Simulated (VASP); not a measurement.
# KCl (Sylvite): convergence with the precision settings and SCF solver

How sensitive are energy and pressure of KCl (Sylvite) to the precision settings and SCF solver? The series runs use PBE. The precision settings tried: PREC = Low; PREC = Medium; PREC = Normal; PREC = Single; PREC = Accurate; LREAL = Auto; ADDGRID = .TRUE.; LASPH = .TRUE.. The SCF solver tried: ALGO = Normal; ALGO = Fast; ALGO = VeryFast; ALGO = All; ALGO = Damped; AMIX = 0.1, BMIX = 0.01; AMIX = 0.8; IMIX = 1, AMIX = 0.2. The start is a cell from a database of measured crystal structures.

Main program and level: VASP 6.6.1; PBE; plane waves and PAW (K_sv, Cl).

### 1. The starting structure

Symmetry: Fm-3m, No. 225, cubic system. The conventional cell has a = 6.293 Å, b = 6.293 Å, c = 6.293 Å, α = 90.00°, β = 90.00°, γ = 90.00°. K has 6 Cl at 3.15 Å nearest. Cl has 6 K at 3.15 Å nearest. Farther neighbours and most contacts between anions are not listed.

### 2. Precision settings: PREC = Low

PREC sets the FFT grids, and LREAL, ADDGRID and LASPH trade speed for accuracy. PBE, the usual starting point, adds the gradient of the density.

Contents of INCAR:

```
SYSTEM = KCl
PREC = Low
ENCUT = 400
EDIFF = 1E-06
NELM = 100
ISMEAR = -1
SIGMA = 0.05
LREAL = .FALSE.
ALGO = Normal
GGA = PE
NBANDS = 14
LORBIT = 11
LWAVE = .FALSE.
LCHARG = .FALSE.
KPAR = 2
ISIF = 2
```

Contents of POSCAR:

```
KCl
1.0
    0.0000000000      3.1464700000      3.1464700000
    3.1464700000      0.0000000000      3.1464700000
    3.1464700000      3.1464700000      0.0000000000
K Cl
1 1
Direct
    0.0000000000      0.0000000000      0.0000000000
    0.5000000000      0.5000000000      0.5000000000
```

Contents of KPOINTS:

```
Automatic mesh
0
Gamma
6 6 6
0 0 0
```

Potentials, in the order of the species: K_sv and Cl (PBE family, release 64).

On the command line:

```bash
$ mpirun -np 2 vasp_std
```

Log:

```text
[banner, memory and clock lines left out]
running    2 mpi-ranks, on    1 nodes
 distrk:  each k-point on    1 cores,    2 groups
 distr:  one band on    1 cores,    1 groups

 POSCAR found type information on POSCAR K Cl
 POSCAR found :  2 types and       2 ions
 LDA part: xc-table for (Slater+PW92), standard interpolation
 POSCAR, INCAR and KPOINTS ok, starting setup
 FFT: planning ... GRIDC
 FFT: planning ... GRID_SOFT
 FFT: planning ... GRID
 WAVECAR not read
 entering main loop
       N       E                     dE             d eps       ncg     rms          rms(c)
DAV:   1     0.913654802175E+02    0.91365E+02   -0.63666E+03   448   0.846E+02
DAV:   2    -0.184943750555E+01   -0.93215E+02   -0.88268E+02   592   0.235E+02
DAV:   3    -0.687658690538E+01   -0.50271E+01   -0.50039E+01   604   0.498E+01
DAV:   4    -0.709372957541E+01   -0.21714E+00   -0.21708E+00   706   0.889E+00
DAV:   5    -0.709497287153E+01   -0.12433E-02   -0.12433E-02   610   0.714E-01    0.333E+00
DAV:   6    -0.680492375457E+01    0.29005E+00   -0.46634E-01   526   0.348E+00    0.273E+00
DAV:   7    -0.678986671159E+01    0.15057E-01   -0.11343E-01   580   0.189E+00    0.157E+00
DAV:   8    -0.680228722411E+01   -0.12421E-01   -0.18077E-02   580   0.995E-01    0.179E-01
DAV:   9    -0.680306772854E+01   -0.78050E-03   -0.98404E-04   598   0.197E-01    0.102E-01
DAV:  10    -0.680370140418E+01   -0.63368E-03   -0.67117E-04   460   0.167E-01    0.195E-02
DAV:  11    -0.680370554443E+01   -0.41403E-05   -0.25605E-05   602   0.292E-02    0.830E-03
DAV:  12    -0.680370837687E+01   -0.28324E-05   -0.44597E-06   478   0.146E-02    0.151E-03
DAV:  13    -0.680370862676E+01   -0.24989E-06   -0.34822E-07   430   0.429E-03
   1 F= -.68037086E+01 E0= -.68037086E+01  d E =-.107247E-09
```

Elapsed: 10 s, on 2 MPI ranks of AMD EPYC 7R43, shared host; peak memory 0.16 GiB.

Lines that name or quote the potential files are left out of all logs, and their timing lines are given in words.

From OUTCAR (step 2):

```text
ion  position               nearest neighbor table
   1  0.000  0.000  0.000-   2 3.15   2 3.15   2 3.15   2 3.15   2 3.15   2 3.15
   2  0.500  0.500  0.500-   1 3.15   1 3.15   1 3.15   1 3.15   1 3.15   1 3.15

  LATTYP: Found a face centered cubic cell.
 ALAT       =     6.2929400000

 Subroutine GETGRP returns: Found 48 space group operations
 (whereof 48 operations were pure point group operations)

The static configuration has the point symmetry O_h .

 Found     16 irreducible k-points:

   k-points           NKPTS =     16   k-points in BZ     NKDIM =     16   number of bands    NBANDS=     14

   dimension x,y,z NGX =    24 NGY =   24 NGZ =   24
   dimension x,y,z NGXF=    24 NGYF=   24 NGZF=   24

   ENCUT  =  400.0 eV  29.40 Ry    5.42 a.u.   7.26  7.26  7.26*2*pi/ulx,y,z

   NELECT =      16.0000    total number of electrons

 k-points in reciprocal lattice and weights: Automatic mesh
   0.00000000  0.00000000  0.00000000       0.005
   0.16666667  0.00000000  0.00000000       0.037
   0.33333333  0.00000000  0.00000000       0.037
   0.50000000  0.00000000  0.00000000       0.019
   0.16666667  0.16666667  0.00000000       0.028
   0.33333333  0.16666667  0.00000000       0.111
   0.50000000  0.16666667  0.00000000       0.111
  -0.33333333  0.16666667  0.00000000       0.111
  -0.16666667  0.16666667  0.00000000       0.056
[...]
-0.33333333  0.33333333  0.16666667       0.111
  -0.33333333  0.50000000  0.16666667       0.056

 average (electrostatic) potential at core
       1 -36.3019       2 -94.3691

 E-fermi :  -0.7968

 k-point     1 :       0.0000    0.0000    0.0000
  band No.  band energies     occupation
    ...
      4     -12.5001      2.00000
      5     -12.5001      2.00000
      6      -1.8410      2.00000
      7      -1.8409      2.00000
      8      -1.8409      2.00000
      9       3.3457      0.00000
     10       6.5394      0.00000
     11       6.5394      0.00000
     12       6.5394      0.00000
     13       7.4166      0.00000
    ...

 k-point     2 :       0.1667    0.0000    0.0000
  band No.  band energies     occupation
    ...
      4     -12.5025      2.00000
      5     -12.4353      2.00000
      6      -2.1549      2.00000
      7      -1.9265      2.00000
      8      -1.9265      2.00000
      9       3.9807      0.00000
     10       6.3684      0.00000
     11       6.8837      0.00000
     12       6.8837      0.00000
     13       7.7885      0.00000
    ...

 k-point     3 :       0.3333    0.0000    0.0000
  band No.  band energies     occupation
    ...
      4     -12.5071      2.00000
      5     -12.3156      2.00000
      6      -2.6717      2.00000
      7      -2.0885      2.00000
      8      -2.0885      2.00000
      9       5.2103      0.00000
     10       6.4295      0.00000
     11       7.8177      0.00000
     12       7.8177      0.00000
     13       8.7313      0.00000
    ...

  Total        0.3133175      0.3133175      0.3133175      0.0000000      0.0000000      0.0000000
  in kB        8.0573913      8.0573913      8.0573913      0.0000000      0.0000000      0.0000000
  external PRESSURE =       8.0573913 kB  Pullay stress =       0.0000000 kB

  energy-cutoff  :      400.00
  volume of cell :       62.30
      direct lattice vectors                 reciprocal lattice vectors
     0.000000000  3.146470000  3.146470000    -0.158908237  0.158908237  0.158908237
     3.146470000  0.000000000  3.146470000     0.158908237 -0.158908237  0.158908237
     3.146470000  3.146470000  0.000000000     0.158908237  0.158908237 -0.158908237

 POSITION                                       TOTAL-FORCE (eV/Angst)
 -----------------------------------------------------------------------------------
      0.00000      0.00000      0.00000        -0.000000     -0.000000      0.000000
      3.14647      3.14647      3.14647         0.000000      0.000000     -0.000000
 -----------------------------------------------------------------------------------
    total drift:                               -0.000000     -0.000000      0.000000

  FREE ENERGIE OF THE ION-ELECTRON SYSTEM (eV)
  ---------------------------------------------------
  free  energy   TOTEN  =        -6.8037086268 eV

  energy  without entropy=       -6.8037086266  energy(sigma->0) =       -6.80370863

 total charge
# of ion       s       p       d       tot
------------------------------------------
    1        1.957   5.581   0.025   7.563
    2        1.588   3.569   0.000   5.157
--------------------------------------------------
tot          3.545   9.150   0.025  12.721

[... 3 further parts left out ...]
```

The gap is read on the k-mesh alone, so it is an upper bound where the band edges lie off the mesh.

Numbers from this step:

| Property | Result |
| --- | --- |
| SCF cycles | 13 |
| electrons | 16 |
| bands | 14 |
| irreducible k-points | 16 |
| symmetry operations | 48 |
| free energy (TOTEN) | -6.804 eV |
| Fermi energy | -0.7968 eV |
| pressure | 0.8057 GPa |
| metallic | no |
| valence top at k | 0, 0, 0 |
| conduction bottom at k | 0, 0, 0 |
| least direct gap at k | 0, 0, 0 |
| gap on the k-mesh | 5.187 eV |
| least direct gap on the k-mesh | 5.187 eV |

The series starts at -3.4019 eV an atom and 0.81 GPa, after 13 cycles in 10 s.

### 3. Precision settings: PREC = Medium

Changes to INCAR since step 2:

```diff
@@ -1,3 +1,3 @@
 SYSTEM = KCl
-PREC = Low
+PREC = Medium
 ENCUT = 400
```

POSCAR is that of step 2.

KPOINTS is that of step 2.

On the command line:

```bash
$ mpirun -np 2 vasp_std
```

Log:

```text
[... set-up lines as in an earlier step ...]
 entering main loop
       N       E                     dE             d eps       ncg     rms          rms(c)
DAV:   1     0.913652252440E+02    0.91365E+02   -0.63666E+03   448   0.846E+02
DAV:   2    -0.185001578643E+01   -0.93215E+02   -0.88268E+02   592   0.235E+02
DAV:   3    -0.687720822495E+01   -0.50272E+01   -0.50040E+01   604   0.498E+01
DAV:   4    -0.709435907641E+01   -0.21715E+00   -0.21709E+00   706   0.889E+00
[...]
DAV:  11    -0.680382213467E+01   -0.40047E-05   -0.25665E-05   602   0.292E-02    0.829E-03
DAV:  12    -0.680382482184E+01   -0.26872E-05   -0.44318E-06   478   0.146E-02    0.143E-03
DAV:  13    -0.680382504450E+01   -0.22266E-06   -0.34682E-07   430   0.426E-03
   1 F= -.68038250E+01 E0= -.68038250E+01  d E =-.109272E-09
```

The job ended after 9.2 s (2 MPI ranks; peak memory 0.15 GiB; 16 s of CPU time).

From OUTCAR (step 3):

```text
  Total        0.3062643      0.3062643      0.3062643     -0.0000000      0.0000000     -0.0000000
  in kB        7.8760086      7.8760086      7.8760086     -0.0000000      0.0000000     -0.0000000
  external PRESSURE =       7.8760086 kB  Pullay stress =       0.0000000 kB

 POSITION                                       TOTAL-FORCE (eV/Angst)
 -----------------------------------------------------------------------------------
      0.00000      0.00000      0.00000        -0.000000      0.000000     -0.000000
      3.14647      3.14647      3.14647         0.000000     -0.000000      0.000000
 -----------------------------------------------------------------------------------
    total drift:                                0.000000      0.000000      0.000000

  FREE ENERGIE OF THE ION-ELECTRON SYSTEM (eV)
  ---------------------------------------------------
  free  energy   TOTEN  =        -6.8038250445 eV

  energy  without entropy=       -6.8038250444  energy(sigma->0) =       -6.80382504

[... 2 parts as in an earlier step ...]

[... 1 further part left out ...]
[key lines of the parts left out:]
E-fermi :  -0.7978
```

Against the first of the series the energy moves by -0.06 meV an atom and the pressure by -0.02 GPa, after 13 cycles in 9.2 s.

### 4. Precision settings: PREC = Normal

Changes to INCAR since step 3:

```diff
@@ -1,3 +1,3 @@
 SYSTEM = KCl
-PREC = Medium
+PREC = Normal
 ENCUT = 400
```

POSCAR is that of step 3.

KPOINTS is that of step 3.

On the command line:

```bash
$ mpirun -np 2 vasp_std
```

Log:

```text
[... set-up lines as in an earlier step ...]
 entering main loop
       N       E                     dE             d eps       ncg     rms          rms(c)
DAV:   1     0.913653369325E+02    0.91365E+02   -0.63666E+03   448   0.846E+02
DAV:   2    -0.184970352619E+01   -0.93215E+02   -0.88268E+02   592   0.235E+02
DAV:   3    -0.687690561239E+01   -0.50272E+01   -0.50040E+01   604   0.498E+01
DAV:   4    -0.709405892318E+01   -0.21715E+00   -0.21709E+00   706   0.889E+00
[...]
DAV:  11    -0.680355719256E+01   -0.40448E-05   -0.25714E-05   602   0.293E-02    0.833E-03
DAV:  12    -0.680355988214E+01   -0.26896E-05   -0.44352E-06   478   0.146E-02    0.143E-03
DAV:  13    -0.680356011124E+01   -0.22910E-06   -0.34922E-07   430   0.427E-03
   1 F= -.68035601E+01 E0= -.68035601E+01  d E =-.109012E-09
```

Run time: 13 s. Hardware: 2 MPI ranks; peak memory 0.2 GiB; 22 s of CPU time.

Parts of OUTCAR (step 4):

```text
  Total        0.3055272      0.3055272      0.3055272      0.0000000      0.0000000      0.0000000
  in kB        7.8570529      7.8570529      7.8570529      0.0000000      0.0000000      0.0000000
  external PRESSURE =       7.8570529 kB  Pullay stress =       0.0000000 kB

 POSITION                                       TOTAL-FORCE (eV/Angst)
 -----------------------------------------------------------------------------------
      0.00000      0.00000      0.00000         0.000000     -0.000000      0.000000
      3.14647      3.14647      3.14647        -0.000000      0.000000     -0.000000
 -----------------------------------------------------------------------------------
    total drift:                                0.000000     -0.000000     -0.000000

  FREE ENERGIE OF THE ION-ELECTRON SYSTEM (eV)
  ---------------------------------------------------
  free  energy   TOTEN  =        -6.8035601112 eV

  energy  without entropy=       -6.8035601111  energy(sigma->0) =       -6.80356011

[... 2 parts as in an earlier step ...]

[... 1 further part left out ...]
[key lines of the parts left out:]
E-fermi :  -0.7977
```

Against the first of the series the energy moves by +0.07 meV an atom and the pressure by -0.02 GPa, after 13 cycles in 13 s.

### 5. Precision settings: PREC = Single

Changes to INCAR since step 4:

```diff
@@ -1,3 +1,3 @@
 SYSTEM = KCl
-PREC = Normal
+PREC = Single
 ENCUT = 400
```

POSCAR is that of step 4.

KPOINTS is that of step 4.

On the command line:

```bash
$ mpirun -np 2 vasp_std
```

Log:

```text
[... set-up lines as in an earlier step ...]
 entering main loop
       N       E                     dE             d eps       ncg     rms          rms(c)
DAV:   1     0.913652419549E+02    0.91365E+02   -0.63666E+03   448   0.846E+02
DAV:   2    -0.185001849894E+01   -0.93215E+02   -0.88268E+02   592   0.235E+02
DAV:   3    -0.687721052121E+01   -0.50272E+01   -0.50040E+01   604   0.498E+01
DAV:   4    -0.709435969884E+01   -0.21715E+00   -0.21709E+00   706   0.889E+00
[...]
DAV:  11    -0.680382228446E+01   -0.40093E-05   -0.25665E-05   602   0.292E-02    0.829E-03
DAV:  12    -0.680382497481E+01   -0.26904E-05   -0.44319E-06   478   0.146E-02    0.143E-03
DAV:  13    -0.680382519819E+01   -0.22338E-06   -0.34678E-07   430   0.426E-03
   1 F= -.68038252E+01 E0= -.68038252E+01  d E =-.109275E-09
```

Run time: 17 s. Hardware: 2 MPI ranks; peak memory 0.18 GiB.

OUTCAR, selected parts (step 5):

```text
  Total        0.3062626      0.3062626      0.3062626      0.0000000      0.0000000     -0.0000000
  in kB        7.8759647      7.8759647      7.8759647      0.0000000      0.0000000     -0.0000000
  external PRESSURE =       7.8759647 kB  Pullay stress =       0.0000000 kB

 POSITION                                       TOTAL-FORCE (eV/Angst)
 -----------------------------------------------------------------------------------
      0.00000      0.00000      0.00000        -0.000000      0.000000      0.000000
      3.14647      3.14647      3.14647         0.000000     -0.000000     -0.000000
 -----------------------------------------------------------------------------------
    total drift:                                0.000000      0.000000      0.000000

  FREE ENERGIE OF THE ION-ELECTRON SYSTEM (eV)
  ---------------------------------------------------
  free  energy   TOTEN  =        -6.8038251982 eV

  energy  without entropy=       -6.8038251981  energy(sigma->0) =       -6.80382520

[... 2 parts as in an earlier step ...]

[... 1 further part left out ...]
[key lines of the parts left out:]
E-fermi :  -0.7978
```

Against the first of the series the energy moves by -0.06 meV an atom and the pressure by -0.02 GPa, after 13 cycles in 17 s.

### 6. Precision settings: PREC = Accurate

Changes to INCAR since step 5:

```diff
@@ -1,3 +1,3 @@
 SYSTEM = KCl
-PREC = Single
+PREC = Accurate
 ENCUT = 400
```

POSCAR is that of step 5.

KPOINTS is that of step 5.

On the command line:

```bash
$ mpirun -np 2 vasp_std
```

Log:

```text
[... set-up lines as in an earlier step ...]
 entering main loop
       N       E                     dE             d eps       ncg     rms          rms(c)
DAV:   1     0.913653306084E+02    0.91365E+02   -0.63666E+03   448   0.846E+02
DAV:   2    -0.184974048443E+01   -0.93215E+02   -0.88268E+02   592   0.235E+02
DAV:   3    -0.687694290311E+01   -0.50272E+01   -0.50040E+01   604   0.498E+01
DAV:   4    -0.709409401798E+01   -0.21715E+00   -0.21709E+00   706   0.889E+00
[...]
DAV:  11    -0.680358699159E+01   -0.40539E-05   -0.25715E-05   602   0.293E-02    0.833E-03
DAV:  12    -0.680358968882E+01   -0.26972E-05   -0.44363E-06   478   0.146E-02    0.143E-03
DAV:  13    -0.680358991960E+01   -0.23077E-06   -0.34926E-07   430   0.427E-03
   1 F= -.68035899E+01 E0= -.68035899E+01  d E =-.109020E-09
```

Elapsed: 18 s, on 2 MPI ranks; peak memory 0.24 GiB; 33 s of CPU time.

OUTCAR, selected parts (step 6):

```text
  Total        0.3056415      0.3056415      0.3056415     -0.0000000     -0.0000000     -0.0000000
  in kB        7.8599935      7.8599935      7.8599935     -0.0000000     -0.0000000     -0.0000000
  external PRESSURE =       7.8599935 kB  Pullay stress =       0.0000000 kB

 POSITION                                       TOTAL-FORCE (eV/Angst)
 -----------------------------------------------------------------------------------
      0.00000      0.00000      0.00000         0.000000      0.000000      0.000000
      3.14647      3.14647      3.14647        -0.000000     -0.000000     -0.000000
 -----------------------------------------------------------------------------------
    total drift:                                0.000000      0.000000      0.000000

  FREE ENERGIE OF THE ION-ELECTRON SYSTEM (eV)
  ---------------------------------------------------
  free  energy   TOTEN  =        -6.8035899196 eV

  energy  without entropy=       -6.8035899195  energy(sigma->0) =       -6.80358992

[... 2 parts as in an earlier step ...]

[... 1 further part left out ...]
[key lines of the parts left out:]
E-fermi :  -0.7977
```

Against the first of the series the energy moves by +0.06 meV an atom and the pressure by -0.02 GPa, after 13 cycles in 18 s.

[end of part 1 of 3]

[Lines on the potential files, build, host, timing and source positions are cut from VASP's logs without a mark.]

[Logs are printed without paths, hosts, clocks, repeated set-up lines and the standing remarks that a program may print on its own settings, such as how far it seeks lower states.]

[Hosts, paths, dates, database ids (printed as entryN), source tags and the programs' standing remarks are cut or masked in the printed files.]

[A measured line is paired with the nearest computed mode of its activity, which favours agreement.]
